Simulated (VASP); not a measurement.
Output of a VASP run:

File OSZICAR:
```
...
RMM:   2    -0.208899367831E+03   -0.56982E-02   -0.64495E-02  1360   0.455E-01    0.173E-01
RMM:   3    -0.208900518570E+03   -0.11507E-02   -0.12157E-02  1372   0.195E-01    0.193E-01
RMM:   4    -0.208900615024E+03   -0.96454E-04   -0.20840E-03  1431   0.941E-02    0.176E-01
RMM:   5    -0.208900482095E+03    0.13293E-03   -0.55181E-04  1359   0.479E-02    0.736E-02
RMM:   6    -0.208900513869E+03   -0.31775E-04   -0.34414E-04  1326   0.253E-02    0.333E-02
RMM:   7    -0.208900505033E+03    0.88364E-05   -0.38032E-05   926   0.141E-02
   8 F= -.20890051E+03 E0= -.20888124E+03  d E =-.497047E-02  mag=     3.0000
       N       E                     dE             d eps       ncg     rms          rms(c)
DAV:   1    -0.208900802191E+03   -0.28832E-03   -0.71808E-01  1464   0.141E+00    0.263E-01
RMM:   2    -0.208902182962E+03   -0.13808E-02   -0.15502E-02  1360   0.207E-01    0.768E-02
RMM:   3    -0.208902454909E+03   -0.27195E-03   -0.28907E-03  1372   0.890E-02    0.870E-02
RMM:   4    -0.208902484124E+03   -0.29215E-04   -0.55050E-04  1445   0.428E-02    0.811E-02
RMM:   5    -0.208902448776E+03    0.35347E-04   -0.12208E-04  1154   0.210E-02    0.368E-02
RMM:   6    -0.208902452524E+03   -0.37473E-05   -0.85263E-05  1005   0.118E-02
   9 F= -.20890245E+03 E0= -.20888318E+03  d E =-.194749E-02  mag=     3.0000
       N       E                     dE             d eps       ncg     rms          rms(c)
DAV:   1    -0.208892792630E+03    0.96561E-02   -0.47192E+00  1400   0.363E+00    0.682E-01
RMM:   2    -0.208901810109E+03   -0.90175E-02   -0.10126E-01  1360   0.534E-01    0.206E-01
RMM:   3    -0.208903681731E+03   -0.18716E-02   -0.19727E-02  1378   0.228E-01    0.250E-01
RMM:   4    -0.208903790078E+03   -0.10835E-03   -0.29268E-03  1448   0.107E-01    0.217E-01
RMM:   5    -0.208903544228E+03    0.24585E-03   -0.77797E-04  1365   0.518E-02    0.103E-01
RMM:   6    -0.208903563263E+03   -0.19035E-04   -0.55114E-04  1339   0.291E-02    0.388E-02
RMM:   7    -0.208903566796E+03   -0.35328E-05   -0.65515E-05  1079   0.180E-02
  10 F= -.20890357E+03 E0= -.20888429E+03  d E =-.306176E-02  mag=     3.0000
       N       E                     dE             d eps       ncg     rms          rms(c)
DAV:   1    -0.208903076848E+03    0.48641E-03   -0.36605E-01  1448   0.101E+00    0.173E-01
RMM:   2    -0.208903756348E+03   -0.67950E-03   -0.72607E-03  1360   0.144E-01    0.554E-02
RMM:   3    -0.208903871168E+03   -0.11482E-03   -0.12401E-03  1367   0.601E-02    0.639E-02
RMM:   4    -0.208903886810E+03   -0.15642E-04   -0.26902E-04  1344   0.286E-02    0.653E-02
RMM:   5    -0.208903864963E+03    0.21847E-04   -0.63159E-05   976   0.143E-02    0.269E-02
RMM:   6    -0.208903868709E+03   -0.37461E-05   -0.50304E-05   959   0.834E-03
  11 F= -.20890387E+03 E0= -.20888459E+03  d E =-.336368E-02  mag=     3.0000
       N       E                     dE             d eps       ncg     rms          rms(c)
DAV:   1    -0.208903620978E+03    0.24399E-03   -0.54837E-01  1424   0.129E+00    0.292E-01
RMM:   2    -0.208904674321E+03   -0.10533E-02   -0.11669E-02  1360   0.207E-01    0.859E-02
RMM:   3    -0.208904839624E+03   -0.16530E-03   -0.20249E-03  1367   0.881E-02    0.736E-02
RMM:   4    -0.208904862218E+03   -0.22594E-04   -0.43278E-04  1420   0.446E-02    0.712E-02
RMM:   5    -0.208904842493E+03    0.19725E-04   -0.96679E-05  1237   0.222E-02    0.270E-02
RMM:   6    -0.208904847077E+03   -0.45841E-05   -0.53690E-05   994   0.111E-02
  12 F= -.20890485E+03 E0= -.20888557E+03  d E =-.978367E-03  mag=     3.0000
```

**OUTCAR**
```
------------------------ aborting loop because EDIFF is reached ----------------------------------------
  FORCE on cell =-STRESS in cart. coord.  units (eV):
  Direction    XX          YY          ZZ          XY          YZ          ZX
  --------------------------------------------------------------------------------------
  Total        9.9217954      9.9447933      9.9656642     -0.0229252      0.0063644     -0.0151441
  in kB       12.3000430     12.3285536     12.3544272     -0.0284204      0.0078899     -0.0187741
  external PRESSURE =      12.3276746 kB  Pullay stress =       0.0000000 kB
  volume of cell :     1292.39
      direct lattice vectors                 reciprocal lattice vectors
    10.892596236  0.000000000  0.000000000     0.091805478  0.000000000  0.000000000
     0.000000000 10.892596236  0.000000000     0.000000000  0.091805478  0.000000000
     0.000000000  0.000000000 10.892596236     0.000000000  0.000000000  0.091805478
  FREE ENERGIE OF THE ION-ELECTRON SYSTEM (eV)
  ---------------------------------------------------
  free  energy   TOTEN  =      -208.9048470770 eV

  energy  without entropy=     -208.8662889770  energy(sigma->0) =     -208.88556803

 total charge

# of ion       s       p       d       tot
------------------------------------------
    1        0.519   0.460   9.793  10.772
    2        0.518   0.457   9.794  10.769
    3        0.518   0.458   9.794  10.770
    4        0.520   0.459   9.794  10.773
    5        0.519   0.458   9.794  10.771
    6        0.519   0.456   9.794  10.768
    7        0.518   0.458   9.794  10.770
    8        0.519   0.458   9.794  10.771
    9        0.520   0.459   9.792  10.771
   10        0.520   0.459   9.792  10.771
   11        0.519   0.456   9.794  10.769
   12        0.520   0.459   9.792  10.771
   13        0.518   0.458   9.794  10.770
   14        0.519   0.460   9.793  10.771
   15        0.518   0.457   9.794  10.769
   16        0.519   0.458   9.794  10.770
   17        0.520   0.459   9.792  10.771
   18        0.520   0.459   9.792  10.770
   19        0.519   0.461   9.793  10.772
   20        0.520   0.459   9.792  10.771
   21        0.520   0.459   9.792  10.771
   22        0.518   0.458   9.794  10.770
   23        0.520   0.459   9.792  10.771
   24        0.520   0.458   9.792  10.770
   25        0.519   0.458   9.794  10.770
   26        0.519   0.456   9.794  10.769
   27        0.520   0.458   9.792  10.770
   28        0.518   0.457   9.794  10.769
   29        0.520   0.458   9.792  10.770
   30        0.520   0.458   9.792  10.770
   31        0.518   0.458   9.794  10.770
   32        1.322   2.420   0.000   3.742
   33        1.322   2.420   0.000   3.742
   34        1.322   2.420   0.000   3.742
   35        1.322   2.424   0.000   3.746
   36        1.321   2.424   0.000   3.746
   37        1.322   2.424   0.000   3.745
   38        1.322   2.424   0.000   3.746
   39        1.321   2.424   0.000   3.746
   40        1.334   2.383   0.000   3.718
   41        1.321   2.424   0.000   3.746
   42        1.322   2.424   0.000   3.746
   43        1.322   2.424   0.000   3.746
   44        1.322   2.423   0.000   3.746
   45        1.322   2.420   0.000   3.742
   46        1.322   2.420   0.000   3.742
   47        1.321   2.424   0.000   3.746
   48        1.334   2.383   0.000   3.717
...
```
(Selected blocks of OUTCAR.)

**POSCAR**
```
Zn31S32
1
   10.8925962364     0.0000000000     0.0000000000
    0.0000000000    10.8925962364    -0.0000000000
   -0.0000000000    -0.0000000000    10.8925962364
Zn S
31 32
Direct
  0.5000000000   0.0000000000   0.0000000000
  0.7500000000   0.2500000000   0.0000000000
  0.7500000000   0.0000000000   0.2500000000
  0.0000000000   0.0000000000   0.0000000000
  0.2500000000   0.2500000000   0.0000000000
  0.5000000000   0.5000000000   0.0000000000
  0.7500000000   0.7500000000   0.0000000000
  0.2500000000   0.0000000000   0.2500000000
  0.5000000000   0.2500000000   0.2500000000
  0.7500000000   0.5000000000   0.2500000000
  0.5000000000   0.0000000000   0.5000000000
  0.7500000000   0.2500000000   0.5000000000
  0.7500000000   0.0000000000   0.7500000000
  0.0000000000   0.5000000000   0.0000000000
  0.2500000000   0.7500000000   0.0000000000
  0.0000000000   0.2500000000   0.2500000000
  0.2500000000   0.5000000000   0.2500000000
  0.5000000000   0.7500000000   0.2500000000
  0.0000000000   0.0000000000   0.5000000000
  0.2500000000   0.2500000000   0.5000000000
  0.7500000000   0.7500000000   0.5000000000
  0.2500000000   0.0000000000   0.7500000000
  0.5000000000   0.2500000000   0.7500000000
  0.7500000000   0.5000000000   0.7500000000
  0.0000000000   0.7500000000   0.2500000000
  0.0000000000   0.5000000000   0.5000000000
  0.2500000000   0.7500000000   0.5000000000
  0.0000000000   0.2500000000   0.7500000000
  0.2500000000   0.5000000000   0.7500000000
  0.5000000000   0.7500000000   0.7500000000
  0.0000000000   0.7500000000   0.7500000000
  0.6250000000   0.1250000000   0.1250000000
  0.8750000000   0.3750000000   0.1250000000
  0.8750000000   0.1250000000   0.3750000000
  0.1250000000   0.1250000000   0.1250000000
  0.3750000000   0.3750000000   0.1250000000
  0.6250000000   0.6250000000   0.1250000000
  0.8750000000   0.8750000000   0.1250000000
  0.3750000000   0.1250000000   0.3750000000
  0.6254310000   0.3793190000   0.3786720000
  0.8750000000   0.6250000000   0.3750000000
  0.6250000000   0.1250000000   0.6250000000
  0.8750000000   0.3750000000   0.6250000000
  0.8750000000   0.1250000000   0.8750000000
  0.1250000000   0.6250000000   0.1250000000
  0.3750000000   0.8750000000   0.1250000000
  0.1250000000   0.3750000000   0.3750000000
  0.3759780000   0.6267640000   0.3753730000
  0.6250000000   0.8750000000   0.3750000000
  0.1250000000   0.1250000000   0.6250000000
  0.3761220000   0.3793290000   0.6265310000
  0.6245090000   0.6224530000   0.6285640000
  0.8750000000   0.8750000000   0.6250000000
  0.3750000000   0.1250000000   0.8750000000
  0.6250000000   0.3750000000   0.8750000000
  0.8750000000   0.6250000000   0.8750000000
  0.1250000000   0.8750000000   0.3750000000
  0.1250000000   0.6250000000   0.6250000000
  0.3750000000   0.8750000000   0.6250000000
  0.1250000000   0.3750000000   0.8750000000
  0.3750000000   0.6250000000   0.8750000000
  0.6250000000   0.8750000000   0.8750000000
  0.1250000000   0.8750000000   0.8750000000
```

Question: Write an INCAR and KPOINTS that could have produced this output.

Answer: This is not unique; one that fits is the input of the run itself, PBE GGA, plane waves, VASP's PBE PAW potentials (set 64).

**INCAR**
```
! general
SYSTEM =Zn31S32
PREC   =Normal
ENCUT  =400   ! plane-wave cut-off (eV)
LREAL  =Auto   ! projection in real space or not
LASPH  =T
ISYM   =0
NELECT =565.0

! electronic loop
EDIFF  =1E-5   ! SCF stop (eV)
NELM   =100
NELMIN =4
ALGO   =Fast
LMAXMIX=4

! smearing
ISMEAR =0   ! Gaussian
SIGMA  =0.05

! functional
GGA    =PE   ! PBE

! spin
ISPIN  =2   ! spin-polarised
MAGMOM =63*0.0476
NUPDOWN=3

! ions
IBRION =2   ! conjugate gradients
NSW    =60
ISIF   =2   ! forces and stress, cell fixed
EDIFFG =-0.03

! output
LWAVE  =F
LCHARG =F
LORBIT =10
```

**KPOINTS**
```
Automatic mesh
0
Gamma
1 1 1
0 0 0
```

POTCAR, in this order: Zn S (PBE.64 set). Program: vasp_gam.

The cell is charged, with a uniform compensating background. The supercell is sampled at Γ alone, which is coarse: total energies, pressure and levels can be off, energies of defects by several tenths of an eV.

The cell is a supercell with a defect, built from ZnS (zinc blende): vac_Zn, charge -1.
